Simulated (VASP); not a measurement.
K:

```xyz
3
Lattice="7.3867 0.0000 0.0000 -3.6934 6.3971 0.0000 0.0000 0.0000 4.5281" Properties=species:S:1:pos:R:3 pbc="T T T"
K     0.0000    0.0000    0.0000
K     0.0000    4.2647    2.2640
K     3.6934    2.1324    2.2640
```

The cell was built by a generator and needn't be a form met in nature.

* Program: VASP 6.6.1
* Task: relaxation of cell and atoms
* Functional: LDA
* Potentials or basis: VASP PAW LDA potentials, release 64 (K_sv)
* Cutoff: 600 eV
* k mesh: 5 × 5 × 7
* Occupations: fermi-dirac, width 0.1 eV
* Spin: no spin polarisation

At the start: pressure -0.4 GPa; volume 71.32 Å³/atom.

Q: How do energy, volume and symmetry change on relaxing?

A: Over 7 steps the energy falls by 9.0 meV/atom and the volume is 64.65 Å³/atom (-9.4 %); space group P6/mmm (No. 191, to 0.05 Å).

The path:
```tsv
step	energy change (eV)	largest force (eV/Å)	pressure (GPa)	volume (Å³)
1	0.0000	0.0000	-0.36	213.97
2	-0.0105	0.0000	-0.29	209.09
3	-0.0260	0.0000	-0.05	196.07
4	-0.0266	0.0000	0.02	193.09
5	-0.0266	0.0000	0.01	193.50
6	-0.0268	0.0000	0.00	193.61
7	-0.0269	0.0000	-0.01	193.95
```

Final structure:
```
CELL_PARAMETERS angstrom
7.22119 0.00000 0.00000
-3.61059 6.25373 0.00000
0.00000 0.00000 4.29477
ATOMIC_POSITIONS crystal
K 0.00000 0.00000 0.00000
K 0.33333 0.66667 0.50000
K 0.66667 0.33333 0.50000
```
